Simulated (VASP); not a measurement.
Output of a VASP run:

**OSZICAR**
```
       N       E                     dE             d eps       ncg     rms          rms(c)
DAV:   1     0.359462231637E+02    0.35946E+02   -0.68422E+03   904   0.914E+02
DAV:   2    -0.115790994653E+02   -0.47525E+02   -0.45259E+02  1064   0.175E+02
DAV:   3    -0.139711274950E+02   -0.23920E+01   -0.23314E+01  1084   0.312E+01
DAV:   4    -0.140284086380E+02   -0.57281E-01   -0.56924E-01  1164   0.544E+00
DAV:   5    -0.140296694369E+02   -0.12608E-02   -0.12577E-02  1188   0.541E-01    0.346E+01
DAV:   6    -0.135597662791E+02    0.46990E+00   -0.12735E+00   936   0.608E+00    0.225E+01
DAV:   7    -0.135387302267E+02    0.21036E-01   -0.40734E-01  1036   0.382E+00    0.181E+00
DAV:   8    -0.135200383021E+02    0.18692E-01   -0.11466E-01   908   0.194E+00    0.319E-01
DAV:   9    -0.135201507746E+02   -0.11247E-03   -0.33834E-03  1012   0.484E-01    0.923E-02
DAV:  10    -0.135201649154E+02   -0.14141E-04   -0.30982E-04   960   0.991E-02    0.621E-02
DAV:  11    -0.135201733349E+02   -0.84196E-05   -0.45074E-05  1076   0.419E-02    0.130E-02
DAV:  12    -0.135201732572E+02    0.77772E-07   -0.17837E-06   848   0.107E-02
   1 F= -.13520173E+02 E0= -.13519843E+02  d E =-.135202E+02
```

### OUTCAR
```
------------------------ aborting loop because EDIFF is reached ----------------------------------------
  FORCE on cell =-STRESS in cart. coord.  units (eV):
  Direction    XX          YY          ZZ          XY          YZ          ZX
  --------------------------------------------------------------------------------------
  Total       -0.0098333     -0.0098333     -0.0098333      0.0000000     -0.0000000      0.0000000
  in kB       -0.2444345     -0.2444345     -0.2444345      0.0000000     -0.0000000      0.0000000
  external PRESSURE =      -0.2444345 kB  Pullay stress =       0.0000000 kB
  volume of cell :       64.45
      direct lattice vectors                 reciprocal lattice vectors
     0.000000000  3.182288109  3.182288109    -0.157119652  0.157119652  0.157119652
     3.182288109  0.000000000  3.182288109     0.157119652 -0.157119652  0.157119652
     3.182288109  3.182288109  0.000000000     0.157119652  0.157119652 -0.157119652
 POSITION                                       TOTAL-FORCE (eV/Angst)
 -----------------------------------------------------------------------------------
      0.00000      0.00000      0.00000        -0.000000     -0.000000     -0.000000
      1.59114      1.59114      1.59114         0.000000      0.000000      0.000000
 -----------------------------------------------------------------------------------
    total drift:                                0.000000      0.000000      0.000000
  FREE ENERGIE OF THE ION-ELECTRON SYSTEM (eV)
  ---------------------------------------------------
  free  energy   TOTEN  =       -13.5201732572 eV

  energy  without entropy=      -13.5191818855  energy(sigma->0) =      -13.51984280

 reached required accuracy - stopping structural energy minimisation
```
(Selected blocks of OUTCAR.)

File POSCAR:
```
HfTe
1
    0.0000000000     3.1822881090     3.1822881090
    3.1822881090     0.0000000000     3.1822881090
    3.1822881090     3.1822881090     0.0000000000
Hf Te
1 1
Direct
  1.0000000000   0.0000000000   0.0000000000
  0.2500000000   0.2500000000   0.2500000000
```

**Question.** Reconstruct the remaining input files.

**Answer.** One answer among several that fit: the input of the run itself, PBEsol GGA, plane waves, VASP's PBE PAW potentials (set 64).

**INCAR**
```
# general
SYSTEM =HfTe
PREC   =Accurate
ENCUT  =400   # plane-wave cut-off (eV)
LREAL  =F   # projection in real space or not
LASPH  =T

# electronic loop
EDIFF  =1E-6   # SCF stop (eV)
NELM   =100   # most electronic steps
ALGO   =Normal   # blocked Davidson
LMAXMIX=6

# smearing
ISMEAR =1   # Methfessel-Paxton
SIGMA  =0.1

# functional
GGA    =PS   # PBEsol

# ions
IBRION =2   # conjugate gradients
NSW    =60
ISIF   =3   # ions, shape and volume
EDIFFG =-0.01   # ionic stop

# output
LWAVE  =F
LCHARG =F
```

KPOINTS:
```
Automatic
0
G
9 9 9
```

POTCAR, in this order: Hf_pv Te (PBE.64 set). Program: vasp_std.

The structure was generated: HfTe was put into the zinc blende type (F-43m), which need not be its known phase. It was relaxed first, which changed the volume by -32 %. The start is the result of an earlier pass.
